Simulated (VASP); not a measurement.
Computed with r2SCAN meta-GGA, VASP's PBE PAW potentials (set 64) (plane waves; VASP 6.6.1).

VASP input:

INCAR:
```
# general
SYSTEM  = CuAu
PREC    = Accurate
ENCUT   = 400
LREAL   = .FALSE.
LASPH   = .TRUE.

# electronic loop
EDIFF   = 1E-6
NELM    = 100
ALGO    = Normal
LMAXMIX = 6
LMIXTAU = .TRUE.

# smearing
ISMEAR  = 1
SIGMA   = 0.1

# functional
METAGGA = R2SCAN

# ions
IBRION  = 2
NSW     = 60
ISIF    = 3
EDIFFG  = -0.01

# output
LWAVE   = .FALSE.
LCHARG  = .FALSE.
```

File POSCAR:
```
CuAu
1
    2.8000000000     0.0000000000     0.0000000000
    0.0000000000     2.8000000000     0.0000000000
    0.0000000000     0.0000000000     3.6700000000
Cu Au
1 1
Direct
  0.0000000000   0.0000000000   0.0000000000
  0.5000000000   0.5000000000   0.5000000000
```

KPOINTS:
```
Automatic mesh
0
Gamma
12 12 9
0 0 0
```

POTCAR, in this order: Cu Au (PBE.64 set). Program: vasp_std.

Output

File OSZICAR:
```
...
   1 F= -.61532952E+02 E0= -.61532823E+02  d E =-.615330E+02
       N       E                     dE             d eps       ncg     rms          rms(c)
DAV:   1    -0.617514886223E+02   -0.21854E+00   -0.37572E+00  4407   0.404E+01    0.345E+00
DAV:   2    -0.615970950147E+02    0.15439E+00   -0.13703E+00  4341   0.385E+01    0.175E+00
DAV:   3    -0.615511774616E+02    0.45918E-01   -0.54360E-01  4491   0.249E+01    0.151E+00
DAV:   4    -0.615379383644E+02    0.13239E-01   -0.31615E-02  5395   0.645E+00    0.789E-01
DAV:   5    -0.615345065533E+02    0.34318E-02   -0.88805E-03  6252   0.315E+00    0.987E-02
DAV:   6    -0.615349156854E+02   -0.40913E-03   -0.18578E-03  6350   0.952E-01    0.285E-02
DAV:   7    -0.615350543744E+02   -0.13869E-03   -0.16814E-04  4544   0.131E-01    0.145E-02
DAV:   8    -0.615350692951E+02   -0.14921E-04   -0.35185E-05  4606   0.626E-02    0.553E-03
DAV:   9    -0.615350754573E+02   -0.61623E-05   -0.55669E-06  4807   0.253E-02    0.289E-03
DAV:  10    -0.615350755228E+02   -0.65516E-07   -0.20517E-07  2422   0.981E-03
   2 F= -.61535076E+02 E0= -.61535016E+02  d E =-.212347E-02
       N       E                     dE             d eps       ncg     rms          rms(c)
DAV:   1    -0.615688533556E+02   -0.33778E-01   -0.54588E-01  4405   0.150E+01    0.139E+00
DAV:   2    -0.615493819028E+02    0.19471E-01   -0.24891E-01  4306   0.157E+01    0.851E-01
DAV:   3    -0.615380820533E+02    0.11300E-01   -0.91201E-02  4631   0.121E+01    0.513E-01
DAV:   4    -0.615367037229E+02    0.13783E-02   -0.45954E-03  6144   0.191E+00    0.295E-01
DAV:   5    -0.615362936813E+02    0.41004E-03   -0.10611E-03  6246   0.108E+00    0.379E-02
DAV:   6    -0.615363905029E+02   -0.96822E-04   -0.24101E-04  6288   0.298E-01    0.115E-02
DAV:   7    -0.615364073868E+02   -0.16884E-04   -0.26988E-05  4702   0.623E-02    0.630E-03
DAV:   8    -0.615364062243E+02    0.11625E-05   -0.75782E-06  4751   0.304E-02    0.199E-03
DAV:   9    -0.615364089083E+02   -0.26841E-05   -0.17096E-06  4040   0.156E-02    0.117E-03
DAV:  10    -0.615364090044E+02   -0.96057E-07   -0.91974E-08  2240   0.512E-03
   3 F= -.61536409E+02 E0= -.61536394E+02  d E =-.345695E-02
       N       E                     dE             d eps       ncg     rms          rms(c)
DAV:   1    -0.615483768738E+02   -0.11968E-01   -0.54683E-01  4620   0.711E+00    0.664E-01
DAV:   2    -0.615403857184E+02    0.79912E-02   -0.80118E-03  6078   0.152E+00    0.383E-01
DAV:   3    -0.615386076612E+02    0.17781E-02   -0.47705E-03  5361   0.122E+00    0.801E-02
DAV:   4    -0.615389786361E+02   -0.37097E-03   -0.13157E-03  4828   0.594E-01    0.506E-02
DAV:   5    -0.615390891149E+02   -0.11048E-03   -0.16911E-04  5842   0.375E-01    0.346E-02
DAV:   6    -0.615390670126E+02    0.22102E-04   -0.12083E-04  4901   0.141E-01    0.160E-02
DAV:   7    -0.615391131364E+02   -0.46124E-04   -0.30984E-05  4508   0.531E-02    0.341E-03
DAV:   8    -0.615391138252E+02   -0.68882E-06   -0.13452E-06  4122   0.140E-02
   4 F= -.61539114E+02 E0= -.61539065E+02  d E =-.270482E-02
       N       E                     dE             d eps       ncg     rms          rms(c)
DAV:   1    -0.616265999788E+02   -0.87487E-01   -0.50002E+00  4592   0.215E+01    0.200E+00
DAV:   2    -0.615555895400E+02    0.71010E-01   -0.72830E-02  5963   0.435E+00    0.115E+00
DAV:   3    -0.615382462576E+02    0.17343E-01   -0.45059E-02  5673   0.399E+00    0.272E-01
DAV:   4    -0.615426586521E+02   -0.44124E-02   -0.13379E-02  5443   0.273E+00    0.173E-01
DAV:   5    -0.615430283183E+02   -0.36967E-03   -0.16071E-03  5308   0.137E+00    0.985E-02
DAV:   6    -0.615428540521E+02    0.17427E-03   -0.92069E-04  4622   0.310E-01    0.394E-02
DAV:   7    -0.615432174111E+02   -0.36336E-03   -0.28401E-04  4522   0.164E-01    0.112E-02
DAV:   8    -0.615432192144E+02   -0.18033E-05   -0.88854E-06  5023   0.448E-02    0.374E-03
DAV:   9    -0.615432180907E+02    0.11237E-05   -0.21270E-06  4220   0.169E-02    0.224E-03
DAV:  10    -0.615432189235E+02   -0.83281E-06   -0.12653E-06  3305   0.136E-02
   5 F= -.61543219E+02 E0= -.61543176E+02  d E =-.680992E-02
       N       E                     dE             d eps       ncg     rms          rms(c)
DAV:   1    -0.615454921990E+02   -0.22741E-02   -0.12824E-01  4536   0.346E+00    0.323E-01
DAV:   2    -0.615436016918E+02    0.18905E-02   -0.20018E-03  5806   0.742E-01    0.182E-01
DAV:   3    -0.615432693321E+02    0.33236E-03   -0.13469E-03  5866   0.890E-01    0.780E-02
DAV:   4    -0.615432963984E+02   -0.27066E-04   -0.44559E-04  5454   0.729E-01    0.279E-02
DAV:   5    -0.615432868136E+02    0.95848E-05   -0.52817E-05  6229   0.174E-01    0.149E-02
DAV:   6    -0.615432862654E+02    0.54821E-06   -0.31180E-05  4571   0.515E-02    0.721E-03
DAV:   7    -0.615432966904E+02   -0.10425E-04   -0.78420E-06  4487   0.263E-02    0.172E-03
DAV:   8    -0.615432966792E+02    0.11226E-07   -0.25451E-07  2352   0.102E-02
   6 F= -.61543297E+02 E0= -.61543135E+02  d E =-.688767E-02
       N       E                     dE             d eps       ncg     rms          rms(c)
DAV:   1    -0.615433767619E+02   -0.80072E-04   -0.45631E-03  4494   0.653E-01    0.607E-02
DAV:   2    -0.615433080015E+02    0.68760E-04   -0.74104E-05  5704   0.146E-01    0.342E-02
DAV:   3    -0.615432996570E+02    0.83445E-05   -0.52557E-05  5963   0.189E-01    0.170E-02
DAV:   4    -0.615432981369E+02    0.15201E-05   -0.18024E-05  5323   0.152E-01    0.504E-03
DAV:   5    -0.615432982271E+02   -0.90141E-07   -0.16560E-06  3352   0.268E-02
   7 F= -.61543298E+02 E0= -.61543110E+02  d E =-.688922E-02
       N       E                     dE             d eps       ncg     rms          rms(c)
DAV:   1    -0.615436047393E+02   -0.30660E-03   -0.18265E-02  4501   0.131E+00    0.121E-01
DAV:   2    -0.615433335883E+02    0.27115E-03   -0.29926E-04  5606   0.291E-01    0.683E-02
DAV:   3    -0.615432954675E+02    0.38121E-04   -0.21158E-04  5885   0.370E-01    0.337E-02
DAV:   4    -0.615432953295E+02    0.13804E-06   -0.70881E-05  5351   0.298E-01    0.102E-02
DAV:   5    -0.615432949371E+02    0.39240E-06   -0.86627E-06  5786   0.559E-02
   8 F= -.61543295E+02 E0= -.61543055E+02  d E =-.688593E-02
       N       E                     dE             d eps       ncg     rms          rms(c)
DAV:   1    -0.615458765753E+02   -0.25812E-02   -0.43161E-02  4339   0.432E+00    0.391E-01
DAV:   2    -0.615442014838E+02    0.16751E-02   -0.19951E-02  4229   0.454E+00    0.224E-01
DAV:   3    -0.615433747996E+02    0.82668E-03   -0.73885E-03  4455   0.332E+00    0.136E-01
DAV:   4    -0.615432697659E+02    0.10503E-03   -0.37292E-04  6050   0.550E-01    0.787E-02
DAV:   5    -0.615432499760E+02    0.19790E-04   -0.73993E-05  6295   0.288E-01    0.977E-03
DAV:   6    -0.615432569704E+02   -0.69944E-05   -0.17432E-05  6325   0.810E-02    0.278E-03
DAV:   7    -0.615432581977E+02   -0.12273E-05   -0.18261E-06  3324   0.169E-02    0.152E-03
DAV:   8    -0.615432576281E+02    0.56967E-06   -0.56230E-07  2345   0.969E-03
   9 F= -.61543258E+02 E0= -.61543050E+02  d E =0.373090E-04
       N       E                     dE             d eps       ncg     rms          rms(c)
DAV:   1    -0.615443519875E+02   -0.10938E-02   -0.17242E-02  4362   0.274E+00    0.247E-01
DAV:   2    -0.615437312889E+02    0.62070E-03   -0.78403E-03  4229   0.286E+00    0.142E-01
DAV:   3    -0.615433739579E+02    0.35733E-03   -0.29951E-03  4449   0.206E+00    0.896E-02
DAV:   4    -0.615433250238E+02    0.48934E-04   -0.15114E-04  5956   0.366E-01    0.516E-02
DAV:   5    -0.615433041406E+02    0.20883E-04   -0.35615E-05  6187   0.205E-01    0.798E-03
DAV:   6    -0.615433067395E+02   -0.25988E-05   -0.78922E-06  6330   0.616E-02    0.180E-03
DAV:   7    -0.615433071143E+02   -0.37483E-06   -0.68410E-07  2471   0.106E-02
  10 F= -.61543307E+02 E0= -.61543079E+02  d E =-.121772E-04
```

**OUTCAR**
```
------------------------ aborting loop because EDIFF is reached ----------------------------------------
  FORCE on cell =-STRESS in cart. coord.  units (eV):
  Direction    XX          YY          ZZ          XY          YZ          ZX
  --------------------------------------------------------------------------------------
  Total        0.0041371      0.0041371      0.0111599      0.0000000      0.0000000     -0.0000000
  in kB        0.2282037      0.2282037      0.6155852      0.0000000      0.0000000     -0.0000000
  external PRESSURE =       0.3573308 kB  Pullay stress =       0.0000000 kB
  volume of cell :       29.05
      direct lattice vectors                 reciprocal lattice vectors
     2.867313939  0.000000000 -0.000000000     0.348758462 -0.000000000 -0.000000000
    -0.000000000  2.867313939 -0.000000000    -0.000000000  0.348758462 -0.000000000
     0.000000000  0.000000000  3.532908482     0.000000000  0.000000000  0.283052902
 POSITION                                       TOTAL-FORCE (eV/Angst)
 -----------------------------------------------------------------------------------
      0.00000      0.00000     -0.00000         0.000000      0.000000      0.000000
      1.43366      1.43366      1.76645        -0.000000     -0.000000      0.000000
 -----------------------------------------------------------------------------------
    total drift:                                0.000000     -0.000000     -0.000000
  FREE ENERGIE OF THE ION-ELECTRON SYSTEM (eV)
  ---------------------------------------------------
  free  energy   TOTEN  =       -61.5433071143 eV

  energy  without entropy=      -61.5426222575  energy(sigma->0) =      -61.54307883

 reached required accuracy - stopping structural energy minimisation
```
(Selected blocks of OUTCAR.)

### CONTCAR
```
CuAu
   1.00000000000000
     2.8673139388921802    0.0000000000000000   -0.0000000000000000
    -0.0000000000000000    2.8673139388921802   -0.0000000000000001
     0.0000000000000000    0.0000000000000001    3.5329084820447494
  Cu              Au
     1     1
Direct
     0.0000000000000000    0.0000000000000000    0.0000000000000000
     0.5000000000000000    0.5000000000000000    0.5000000000000000
```

The compound is CuAu in the L1_0 structure. This run relaxes it. Symmetry was kept, so distortions that lower it aren't found.
